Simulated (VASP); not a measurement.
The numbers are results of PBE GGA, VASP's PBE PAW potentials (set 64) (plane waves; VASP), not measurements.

VASP input:

INCAR:
```
ALGO=Normal
EDIFF=1E-6
EDIFFG=-0.02
ENCUT=500
GGA=PE
IBRION=2
ISIF=3
ISMEAR=1
LASPH=.TRUE.
LCHARG=.FALSE.
LMAXMIX=4
LREAL=.FALSE.
LWAVE=.FALSE.
NELM=100
NSW=40
PREC=Accurate
PSTRESS=50
SIGMA=0.1
SYSTEM=Zr
```

### POSCAR
```
Zr
1
    1.5867587846    -2.7483467812     0.0000000000
    1.5867587846     2.7483467812     0.0000000000
    0.0000000000    -0.0000000000     5.1089749501
Zr
2
Direct
  0.3333330000   0.6666670000   0.2500000000
  0.6666670000   0.3333330000   0.7500000000
```

File KPOINTS:
```
Regular mesh
0
gamma
  13 13 7
```

POTCAR, in this order: Zr_sv (PBE.64 set). Program: vasp_std.

Output

File OSZICAR:
```
       N       E                     dE             d eps       ncg     rms          rms(c)
DAV:   1     0.212134785658E+03    0.21213E+03   -0.13537E+04  2688   0.146E+03
DAV:   2    -0.379769101584E+01   -0.21593E+03   -0.21402E+03  3480   0.410E+02
DAV:   3    -0.173797220655E+02   -0.13582E+02   -0.13526E+02  5008   0.770E+01
DAV:   4    -0.176460170810E+02   -0.26630E+00   -0.26622E+00  2960   0.117E+01
DAV:   5    -0.176541409414E+02   -0.81239E-02   -0.81237E-02  4280   0.136E+00    0.155E+01
DAV:   6    -0.171029195614E+02    0.55122E+00   -0.87880E-01  2784   0.849E+00    0.630E+00
DAV:   7    -0.169990193091E+02    0.10390E+00   -0.60506E-01  3936   0.612E+00    0.113E+00
DAV:   8    -0.170054384895E+02   -0.64192E-02   -0.38772E-02  3456   0.172E+00    0.287E-01
DAV:   9    -0.170057041168E+02   -0.26563E-03   -0.16792E-03  3392   0.444E-01    0.369E-02
DAV:  10    -0.170056594033E+02    0.44714E-04   -0.42705E-05  3856   0.463E-02    0.223E-02
DAV:  11    -0.170056611732E+02   -0.17698E-05   -0.10433E-05  2960   0.419E-02    0.375E-03
DAV:  12    -0.170056609895E+02    0.18363E-06   -0.30222E-07  2032   0.447E-03
   1 F= -.15615050E+02 E0= -.15614863E+02  d E =-.156151E+02
```

### OUTCAR
```
------------------------ aborting loop because EDIFF is reached ----------------------------------------
  FORCE on cell =-STRESS in cart. coord.  units (eV):
  Direction    XX          YY          ZZ          XY          YZ          ZX
  --------------------------------------------------------------------------------------
  Total        1.3589461      1.3589460      1.4118716     -0.0000000     -0.0000000     -0.0000000
  in kB       48.8614775     48.8614756     50.7644381     -0.0000000     -0.0000000     -0.0000000
  external PRESSURE =      -0.5042029 kB  Pullay stress =      50.0000000 kB
  volume of cell :       44.56
      direct lattice vectors                 reciprocal lattice vectors
     1.586758785 -2.748346781  0.000000000     0.315107756 -0.181927551  0.000000000
     1.586758785  2.748346781  0.000000000     0.315107756  0.181927551  0.000000000
     0.000000000  0.000000000  5.108974950     0.000000000  0.000000000  0.195733980
 POSITION                                       TOTAL-FORCE (eV/Angst)
 -----------------------------------------------------------------------------------
      1.58676      0.91612      1.27724         0.000000     -0.000000      0.000000
      1.58676     -0.91612      3.83173        -0.000000      0.000000      0.000000
 -----------------------------------------------------------------------------------
    total drift:                                0.000000      0.001117     -0.000019
  FREE ENERGIE OF THE ION-ELECTRON SYSTEM (eV)
  ---------------------------------------------------
  free  energy   TOTEN  =       -17.0056609895 eV

  energy  without entropy=      -17.0051008719  energy(sigma->0) =      -17.00547428
  enthalpy is  TOTEN    =       -15.6150500789 eV   P V=        1.3906109107

 reached required accuracy - stopping structural energy minimisation
```
(Selected blocks of OUTCAR.)

The compound is Zr in the hcp structure. It was relaxed first under an external pressure of 5 GPa.
